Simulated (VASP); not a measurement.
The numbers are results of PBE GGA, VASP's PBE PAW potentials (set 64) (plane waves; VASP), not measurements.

VASP input:

**POSCAR**
```
Br
1
    2.2400000000    -3.3350000000     0.0000000000
    2.2400000000     3.3350000000     0.0000000000
    0.0000000000     0.0000000000     8.7200000000
Br
4
Direct
  0.8642020000   0.8628450000   0.8909170000
  0.6400890000   0.6376310000   0.3847970000
  0.3631750000   0.3622570000   0.6116450000
  0.1325340000   0.1372670000   0.1126410000
```

**INCAR**
```
ALGO=Normal   ! blocked Davidson
LMAXMIX=4   ! l cut-off of mixed one-centre charges
LASPH=T
LREAL=F
SYSTEM=Br
PREC=Accurate
LCHARG=F
EDIFF=1E-6   ! SCF stop (eV)
ENCUT=240
GGA=PE   ! PBE
SIGMA=0.02   ! width (eV)
LWAVE=F
NELM=100   ! most electronic steps
ISMEAR=0   ! Gaussian
ISIF=2
```

KPOINTS:
```
Automatic mesh
0
Gamma
6 6 6
0.5 0.5 0.5
```

POTCAR, in this order: Br (PBE.64 set). Program: vasp_std.

At this cut-off the stress carries a Pulay error, which pulls relaxed volumes low.

Task: Estimate the energy per atom (σ→0), pressure, largest force.

Result: 
- energy per atom (σ→0): -1.594 eV/atom
- pressure: 1.42 GPa
- largest force: 0.04028 Ry/bohr

OSZICAR:
```
...
DAV:   7    -0.638701888648E+01    0.97929E-01   -0.48217E-01  4158   0.419E+00    0.615E-01
DAV:   8    -0.637765060582E+01    0.93683E-02   -0.56623E-02  4080   0.150E+00    0.329E-01
DAV:   9    -0.637772420572E+01   -0.73600E-04   -0.11229E-03  4398   0.226E-01    0.828E-02
DAV:  10    -0.637780642324E+01   -0.82218E-04   -0.12510E-04  5002   0.742E-02    0.545E-02
DAV:  11    -0.637781452541E+01   -0.81022E-05   -0.28703E-05  4220   0.345E-02    0.103E-02
DAV:  12    -0.637781607877E+01   -0.15534E-05   -0.52295E-06  4360   0.150E-02    0.509E-03
DAV:  13    -0.637781646635E+01   -0.38759E-06   -0.60904E-07  2284   0.551E-03
   1 F= -.63778165E+01 E0= -.63778165E+01  d E =-.493896E-18
```

The structure is a typed Br crystal. The cell was not relaxed at this level, atoms are displaced from their ideal sites. The run is one of a series of settings (ENCUT = 240, KPOINTS 6×6×6 Γ-centred mesh shifted by (0.5, 0.5, 0.5) against the base run), some of them coarse on purpose.
